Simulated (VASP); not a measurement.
A VASP calculation is set up with these files.

INCAR:
```
ALGO = Normal
EDIFF = 1E-6
EDIFFG = -0.02
ENCUT = 500
GGA = PS
IBRION = 2
ISIF = 3
ISMEAR = 1
LASPH = .True.
LCHARG = .False.
LMAXMIX = 6
LREAL = .False.
LWAVE = .False.
NELM = 100
NSW = 40
PREC = Accurate
PSTRESS = 50
SIGMA = 0.1
SYSTEM = CuAu
```

File KPOINTS:
```
Automatic mesh
0
Gamma
13 13 10
0 0 0
```

POSCAR:
```
CuAu
1
    2.7787887044     0.0000000000     0.0000000000
    0.0000000000     2.7787887044     0.0000000000
    0.0000000000     0.0000000000     3.6823394250
Cu Au
1 1
Direct
  0.0000000000   0.0000000000   0.0000000000
  0.5000000000   0.5000000000   0.5000000000
```

POTCAR, in this order: Cu Au (PBE.64 set). Program: vasp_std.

**Question.** Translate this PBEsol calculation to Ansatz.

**Answer.** One equivalent input (not run):
Ansatz 0.2 input:
```yaml
crystal:
  lattice:
    - [2.7787887, 0.0000000, 0.0000000]
    - [0.0000000, 2.7787887, 0.0000000]
    - [0.0000000, 0.0000000, 3.6823394]
  atoms:
    - { symbol: Cu, position: [0.0000000, 0.0000000, 0.0000000] }
    - { symbol: Au, position: [0.5000000, 0.5000000, 0.5000000] }
kpoints:
  mp_grid: { grid: [13, 13, 10] }
hamiltonian:
  xc: pbesol
  pseudopotentials: { kind: paw }
scf:
  occupations: { method: methfessel_paxton, width: 0.1 }
  max_iter: 100
relax:
  max_steps: 40
  f_tol: 0.02
  cell: { p_target: 5 }
output: { forces: true, stress: true, eigenvalues: true }
```
Limits of the translation: each code has its own PAW files, so the cut-off isn't converted (ENCUT is set for VASP's; basis.ecutwfc is left out, and Ansatz then takes the one that its files recommend); Ansatz stops its SCF on the density residual and VASP on the energy change (EDIFF).

The compound is CuAu in the L1_0 structure. This run relaxes it under an external pressure of 5 GPa. Symmetry was kept, so distortions that lower it aren't found.
